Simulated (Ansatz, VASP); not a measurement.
# Cross-check of SnO2 (amorphous SnO2) between VASP and Ansatz, part 2 of 3

One calculation is typed for both programs; each brings its own data sets. How far apart do they land? Of the first pair: The structure shown is the start of the Ansatz relaxation below; VASP solves that cell, so the two are compared at the walk's first step.

VASP 6.6.1 and Ansatz 0.2.0.

So far: Set-up; Ansatz: relaxation, PBE.

## Step 3: VASP: single point, PBE, start cell, pair 1

Level of this step: PBE, spin-polarised from a ferromagnetic start; plane waves and PAW (Sn_d, O) (VASP).

The same cell, functional, mesh and smearing now go to VASP, with its own data sets.

Lines of VASP's logs that name or quote its potential files are left out, and so is its time.

Contents of INCAR:

```
SYSTEM = SnO2
PREC = Accurate
ENCUT = 520
EDIFF = 1E-06
NELM = 200
ISMEAR = -1
SIGMA = 0.01
LREAL = Auto
ALGO = Normal
GGA = PE
NELECT = 623
NBANDS = 368
ISPIN = 2
MAGMOM = 0 -0 -0 -0 0 -0 -0 0 -0 -0 -0 -0 -0 0 0 -0 -0 -0 -0 0 -0 -0 -0 -0 -0 -0 0 0 -0 0 0.01 -0 0 0.44 0 0 0.01 0 -0 -0 0 0.38 0 0 -0 -0 -0 0.02 0 -0 -0 0 -0 0.05 0 -0 0 0 0 0 0 0.01 0 -0 0 0 -0 0 -0 0 0 -0
LORBIT = 11
LWAVE = .FALSE.
LCHARG = .FALSE.
ISIF = 2
LASPH = .TRUE.
GGA_COMPAT = .FALSE.
NCORE = 2
```

Contents of POSCAR:

```
SnO2
1.0
    9.8508900000      0.0000000000      0.0000000000
    0.0000000000      9.8508900000      0.0000000000
    0.0000000000      0.0000000000      9.8508900000
Sn O
24 48
Direct
    0.7229296033      0.6751775728      0.3313913768
    0.0506553215      0.2203151187      0.4223070200
    0.5102686153      0.1905005538      0.0847334606
    0.7684381817      0.4659883523      0.5753591807
    0.2379074378      0.6999164542      0.3553079976
    0.4703635915      0.6988607121      0.5903629012
    0.9880020993      0.2178483365      0.9531321535
    0.2060727508      0.4806469263      0.7555357942
    0.2183356022      0.0457420599      0.1835773214
    0.5854090341      0.9894841989      0.4904734496
    0.8104851440      0.0181506443      0.2295021059
    0.9878295261      0.7297411706      0.1154718000
    0.8243214572      0.5384691129      0.9373772319
    0.9922555221      0.6944550188      0.6407035303
    0.2458661096      0.8019275416      0.8828948450
    0.3768187443      0.2834972272      0.4428026300
    0.4954679222      0.8680433951      0.1319474687
    0.2027532538      0.9792211668      0.5968293220
    0.4622323465      0.5510974135      0.0568578068
    0.1238974346      0.4326614143      0.1827753634
    0.7955220290      0.9327380572      0.8718806118
    0.8212151389      0.1409009744      0.6261667727
    0.5235770575      0.3795697648      0.7785895488
    0.7561144221      0.3763314787      0.2115240349
    0.8661653922      0.5500822768      0.7404813169
    0.6017121296      0.9564516506      0.2813349860
    0.3773567667      0.0215716549      0.0482392961
    0.3577443256      0.3587188569      0.6421653272
    0.6507533837      0.9561369582      0.0186176071
    0.3732962199      0.1915664473      0.2433181164
    0.8477102069      0.7464300180      0.9636895753
    0.6943738078      0.1839935275      0.1921450752
    0.3567393403      0.4484467901      0.9017662364
    0.9087199228      0.8651096500      0.7105449355
    0.6183096147      0.5270285223      0.9162522371
    0.4075266296      0.9039183262      0.5672482385
    0.5486001772      0.1923684053      0.4866565356
    0.0767544861      0.3310259276      0.8099268188
    0.8287779074      0.3424157614      0.0052279540
    0.8575164274      0.8198650071      0.2530126720
    0.5480824575      0.3881070644      0.1486769216
    0.6719189840      0.0058979442      0.6866181634
    0.3407204831      0.6765378560      0.7388063414
    0.0415799994      0.0562385734      0.2913036284
    0.1396219022      0.8591203434      0.0615375870
    0.8611912223      0.6304404983      0.4859154858
    0.3840871231      0.5982403620      0.4392801057
    0.5246429510      0.2104073845      0.8889653625
    0.1323433720      0.8077747290      0.5094362032
    0.2498048400      0.1231563849      0.4638362625
    0.1509000710      0.2358771644      0.0823072839
    0.7021903605      0.3102460793      0.6938662395
    0.9140493905      0.0313677241      0.0483306584
    0.1031683432      0.6684472164      0.8274480783
    0.3172505225      0.8726318130      0.2719145174
    0.7875227518      0.0482595989      0.4379705793
    0.8751087465      0.1180908527      0.8191645628
    0.2180513639      0.9793531346      0.7956641481
    0.9548578859      0.3302442723      0.2606160459
    0.1141825764      0.5377483659      0.5843938974
    0.2916284721      0.5528840541      0.1740756419
    0.0295404781      0.5388650163      0.0289821529
    0.6779387446      0.4678765066      0.3833968301
    0.5839167832      0.5396365202      0.6465913232
    0.0652022305      0.6277706887      0.2817714948
    0.5576247425      0.6837047211      0.1993931513
    0.0267590035      0.0941031724      0.5849928281
    0.8038258472      0.5710956066      0.1624827807
    0.6312627590      0.7795336259      0.4883112084
    0.8941121056      0.3079823244      0.5231303974
    0.4122673180      0.7458412387      0.9876975583
    0.1946220088      0.3647284662      0.3728800139
```

Contents of KPOINTS:

```
Automatic mesh
0
Gamma
1 1 1
0 0 0
```

PAW data sets: Sn_d and O (PBE family, release 64).

Command:

```console
$ mpirun -np 8 vasp_gam
```

Numbers of over 12 decimals in the logs are rounded to 6 here.

Log:

```text
[banner, memory and clock lines left out]
running    8 mpi-ranks, on    1 nodes
[...]
LDA part: xc-table for (Slater+PW92), standard interpolation
 POSCAR, INCAR and KPOINTS ok, starting setup
[...]
entering main loop
       N       E                     dE             d eps       ncg     rms          rms(c)
DAV:   1     0.174224947622E+05    0.17422E+05   -0.24461E+05  1504   0.301E+03
DAV:   2     0.401955144606E+04   -0.13403E+05   -0.12835E+05  1472   0.950E+02
DAV:   3     0.124112478793E+03   -0.38954E+04   -0.36293E+04  1536   0.376E+02
DAV:   4    -0.476055681621E+03   -0.60017E+03   -0.58230E+03  1704   0.156E+02
DAV:   5    -0.510463689224E+03   -0.34408E+02   -0.33876E+02  1808   0.367E+01BRMIX: very serious problems
 the old and the new charge density differ
 old charge density:   624.00000 new  623.00000
    0.540E+01
DAV:   6    -0.433210751012E+03    0.77253E+02   -0.30353E+02  2216   0.787E+01    0.205E+01
DAV:   7    -0.435779119002E+03   -0.25684E+01   -0.48183E+01  1856   0.136E+01    0.132E+01
DAV:   8    -0.435364034982E+03    0.41508E+00   -0.88244E+00  2040   0.924E+00    0.100E+01
DAV:   9    -0.435304705921E+03    0.59329E-01   -0.77769E+00  2008   0.493E+00    0.701E+00
[...]
DAV:  25    -0.435002538042E+03   -0.75009E-05   -0.18374E-05  1304   0.998E-03    0.422E-02
DAV:  26    -0.435002535788E+03    0.22538E-05   -0.97521E-06  1096   0.604E-03    0.158E-02
DAV:  27    -0.435002536376E+03   -0.58778E-06   -0.15684E-06   904   0.351E-03
   1 F= -.43500254E+03 E0= -.43499692E+03  d E =-.112274E-01  mag=    -0.9999
```

OUTCAR, selected parts (step 3):

```text
  FREE ENERGIE OF THE ION-ELECTRON SYSTEM (eV)
  ---------------------------------------------------
  free  energy   TOTEN  =      -435.0025363762 eV

  energy  without entropy=     -434.9913089354  energy(sigma->0) =     -434.99692266

 magnetization (x)
# of ion       s       p       d       tot
------------------------------------------
    1        0.001   0.001  -0.000   0.001
    2        0.000   0.000  -0.000   0.000
    3        0.001   0.000  -0.001   0.001
    4        0.000   0.000  -0.000   0.000
    5        0.000   0.001   0.000   0.001
    6        0.001   0.001  -0.001   0.001
    7        0.001   0.001  -0.001   0.001
    8        0.002   0.003   0.000   0.005
    9        0.000   0.000   0.000   0.001
   10        0.001   0.001   0.000   0.003
   11        0.000   0.000   0.000   0.001
   12        0.001   0.001   0.000   0.003
   13        0.001   0.001   0.000   0.002
[...]
--------------------------------------------------
tot          0.012  -0.829  -0.006  -0.823

[... 2 further parts left out ...]
[key lines of the parts left out:]
E-fermi :   4.8369
```

The run ends at a pressure of 1.65 GPa, with forces up to 0.69 eV/Å.

## Step 4: Differences

Known differences besides the potentials themselves: VASP starts from the moments at which Ansatz ended; the cutoff is 420 eV in Ansatz and 520 eV in VASP (PREC = Accurate, projectors in real space). Total energies have different zeros and are not compared.

Forces on 10 of the 72 atoms, those with the largest forces and the largest differences (eV/Å; atoms numbered as in POSCAR):

```
atom          Ansatz x, y, z            VASP x, y, z
 Sn8    0.437, -0.465, 0.175    0.464, -0.450, 0.203
Sn10  -0.185, -0.049, -0.471  -0.202, -0.046, -0.464
Sn14  -0.234, -0.002, -0.463   -0.240, 0.029, -0.474
Sn15     0.323, 0.409, 0.361     0.339, 0.430, 0.377
Sn16  -0.091, -0.035, -0.110   -0.077, 0.031, -0.132
Sn21    -0.156, 0.203, 0.647    -0.164, 0.203, 0.635
Sn22    0.235, 0.354, -0.214    0.234, 0.358, -0.209
 O43   -0.378, -0.136, 0.147   -0.397, -0.156, 0.168
 O47   -0.074, -0.025, 0.069   -0.052, -0.095, 0.053
 O60   0.020, -0.056, -0.090   0.029, -0.077, -0.178
```

The forces differ by 20 meV/Å r.m.s., which is 13.9 % of the r.m.s. force of 0.145 eV/Å (both taken over all components). Moments aren't recorded for both runs of this pair, so they may hold unlike magnetic states. The cell carries a charge of +1 e against a uniform background, so its pressure also hangs on how the neutralising background is counted, and in a defect's cell a gap may be the spacing between its levels.

## Step 5: Ansatz: relaxation, PBE

This run makes the geometry at which the two programs are then compared.

The structure compared here is the end of the Ansatz relaxation.

Contents of input.yaml:

```yaml
crystal:
  lattice:
    - [9.85089, 0.0, 0.0]
    - [0.0, 9.85089, 0.0]
    - [0.0, 0.0, 9.85089]
  atoms:
    - { symbol: Sn, position: [0.72293, 0.67518, 0.33139] }
    - { symbol: Sn, position: [0.05066, 0.22032, 0.42231] }
    - { symbol: Sn, position: [0.51027, 0.1905, 0.08473] }
    - { symbol: Sn, position: [0.76844, 0.46599, 0.57536] }
    - { symbol: Sn, position: [0.23791, 0.69992, 0.35531] }
    - { symbol: Sn, position: [0.47036, 0.69886, 0.59036] }
    - { symbol: Sn, position: [0.988, 0.21785, 0.95313] }
    - { symbol: Sn, position: [0.20607, 0.48065, 0.75554] }
    - { symbol: Sn, position: [0.21834, 0.04574, 0.18358] }
    - { symbol: Sn, position: [0.58541, 0.98948, 0.49047] }
    - { symbol: Sn, position: [0.81049, 0.01815, 0.2295] }
    - { symbol: Sn, position: [0.98783, 0.72974, 0.11547] }
    - { symbol: Sn, position: [0.82432, 0.53847, 0.93738] }
    - { symbol: Sn, position: [0.99226, 0.69445, 0.6407] }
    - { symbol: Sn, position: [0.24587, 0.80193, 0.88289] }
    - { symbol: Sn, position: [0.37682, 0.2835, 0.4428] }
    - { symbol: Sn, position: [0.49547, 0.86804, 0.13195] }
    - { symbol: Sn, position: [0.20275, 0.97922, 0.59683] }
    - { symbol: Sn, position: [0.46223, 0.5511, 0.05686] }
    - { symbol: Sn, position: [0.1239, 0.43266, 0.18278] }
    - { symbol: Sn, position: [0.79552, 0.93274, 0.87188] }
    - { symbol: Sn, position: [0.82122, 0.1409, 0.62617] }
    - { symbol: Sn, position: [0.52358, 0.37957, 0.77859] }
    - { symbol: Sn, position: [0.75611, 0.37633, 0.21152] }
    - { symbol: O, position: [0.86617, 0.55008, 0.74048] }
    - { symbol: O, position: [0.60171, 0.95645, 0.28133] }
    - { symbol: O, position: [0.37736, 0.02157, 0.04824] }
    - { symbol: O, position: [0.35774, 0.35872, 0.64217] }
    - { symbol: O, position: [0.65075, 0.95614, 0.01862] }
    - { symbol: O, position: [0.3733, 0.19157, 0.24332] }
    - { symbol: O, position: [0.84771, 0.74643, 0.96369] }
    - { symbol: O, position: [0.69437, 0.18399, 0.19215] }
    - { symbol: O, position: [0.35674, 0.44845, 0.90177] }
    - { symbol: O, position: [0.90872, 0.86511, 0.71054] }
    - { symbol: O, position: [0.61831, 0.52703, 0.91625] }
    - { symbol: O, position: [0.40753, 0.90392, 0.56725] }
    - { symbol: O, position: [0.5486, 0.19237, 0.48666] }
    - { symbol: O, position: [0.07675, 0.33103, 0.80993] }
    - { symbol: O, position: [0.82878, 0.34242, 0.00523] }
    - { symbol: O, position: [0.85752, 0.81986, 0.25301] }
    - { symbol: O, position: [0.54808, 0.38811, 0.14868] }
    - { symbol: O, position: [0.67192, 0.0059, 0.68662] }
    - { symbol: O, position: [0.34072, 0.67654, 0.73881] }
    - { symbol: O, position: [0.04158, 0.05624, 0.2913] }
    - { symbol: O, position: [0.13962, 0.85912, 0.06154] }
    - { symbol: O, position: [0.86119, 0.63044, 0.48592] }
    - { symbol: O, position: [0.38409, 0.59824, 0.43928] }
    - { symbol: O, position: [0.52464, 0.21041, 0.88897] }
    - { symbol: O, position: [0.13234, 0.80777, 0.50944] }
    - { symbol: O, position: [0.2498, 0.12316, 0.46384] }
    - { symbol: O, position: [0.1509, 0.23588, 0.08231] }
    - { symbol: O, position: [0.70219, 0.31025, 0.69387] }
    - { symbol: O, position: [0.91405, 0.03137, 0.04833] }
    - { symbol: O, position: [0.10317, 0.66845, 0.82745] }
    - { symbol: O, position: [0.31725, 0.87263, 0.27191] }
    - { symbol: O, position: [0.78752, 0.04826, 0.43797] }
    - { symbol: O, position: [0.87511, 0.11809, 0.81916] }
    - { symbol: O, position: [0.21805, 0.97935, 0.79566] }
    - { symbol: O, position: [0.95486, 0.33024, 0.26062] }
    - { symbol: O, position: [0.11418, 0.53775, 0.58439] }
    - { symbol: O, position: [0.29163, 0.55288, 0.17408] }
    - { symbol: O, position: [0.02954, 0.53886, 0.02898] }
    - { symbol: O, position: [0.67794, 0.46788, 0.3834] }
    - { symbol: O, position: [0.58392, 0.53964, 0.64659] }
    - { symbol: O, position: [0.0652, 0.62777, 0.28177] }
    - { symbol: O, position: [0.55762, 0.6837, 0.19939] }
    - { symbol: O, position: [0.02676, 0.0941, 0.58499] }
    - { symbol: O, position: [0.80383, 0.5711, 0.16248] }
    - { symbol: O, position: [0.63126, 0.77953, 0.48831] }
    - { symbol: O, position: [0.89411, 0.30798, 0.52313] }
    - { symbol: O, position: [0.41227, 0.74584, 0.9877] }
    - { symbol: O, position: [0.19462, 0.36473, 0.37288] }
total_charge: 1
kpoints:
  mp_grid: { grid: [1, 1, 1] }
hamiltonian:
  xc: pbe
scf:
  occupations: { method: fermi_dirac, width: 0.01 }
  lower_state_search: "off"
output:
  forces: true
magnetization:
  spin_polarized: true
  initial_magnetization: 1
relax:
  f_tol: 0.05
  max_steps: 90
```

Command:

```console
$ ansatz run input.yaml --threads 4 --pin off --max-ram 8192MiB --backend cpu --events-out ev --progress --plain --runs-dir out
```

Log:

```text
[...]
Crystal: 72 atoms, lattice volume = 955.931 Å³
Basis set: ecut = 420 eV, 18805 PW (Γ), exchange–correlation on 144×144×144 points (8 copies of the dense FFT grid, shifted against one another)
Bands: 384, of which v1, the nominal top of the filled ones, is band 312 counted from 1 (311 counted from 0)
Symmetry: 1 space group operations
[...]
k-points: 1
[...]
Starting moments: Σ|m| = 1 μB on 72 of 72 sites
[...]
- { symbol: O, position: [0.603305, 0.953778, 0.281943] }
    - { symbol: O, position: [0.373719, 0.021011, 0.049831] }
    - { symbol: O, position: [0.356893, 0.355074, 0.639858] }
    - { symbol: O, position: [0.639223, 0.967934, 0.020126] }
    - { symbol: O, position: [0.381766, 0.191544, 0.242483] }
    - { symbol: O, position: [0.842617, 0.751353, 0.965913] }
    - { symbol: O, position: [0.699260, 0.184200, 0.201166] }
[...]
- { symbol: O, position: [0.629466, 0.776718, 0.490292] }
    - { symbol: O, position: [0.890871, 0.307653, 0.517654] }
    - { symbol: O, position: [0.411435, 0.745943, 0.986384] }
    - { symbol: O, position: [0.199165, 0.364439, 0.370495] }
```

(Part 2 of 3 ends here.)

[Lines on the potential files, build, host, timing and source positions are cut from VASP's logs without a mark.]

[Logs are printed without paths, hosts, clocks, repeated set-up lines and the standing remarks that a program may print on its own settings, such as how far it seeks lower states.]

[Hosts, paths, dates, database ids (printed as entryN), source tags and the programs' standing remarks are cut or masked in the printed files.]
